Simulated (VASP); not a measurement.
Given:

```
BN
1.0
    0.00000     1.86077     1.86077
    1.86077     0.00000     1.86077
    1.86077     1.86077     0.00000
B N
1 1
Direct
  0.00000   0.00000   0.00000
  0.25000   0.25000   0.25000
```

These are r2SCAN meta-GGA, VASP's PBE PAW potentials (set 64) (plane waves; VASP 6.6.1) values and carry that method's errors. Settings: 600 eV cut-off, 12×12×12 Γ-centred mesh, Gaussian smearing of 0.050 eV, potentials B N.

Question: Predict the energy per atom (σ→0), pressure.

Answer: 
The energy per atom (σ→0) comes out as -9.535 eV/atom and the pressure is -29.44 GPa.

Total energies compare only between runs with the same potentials, cut-off and functional.

The compound is BN in the zinc blende structure. This cell was strained or had an atom moved on purpose.
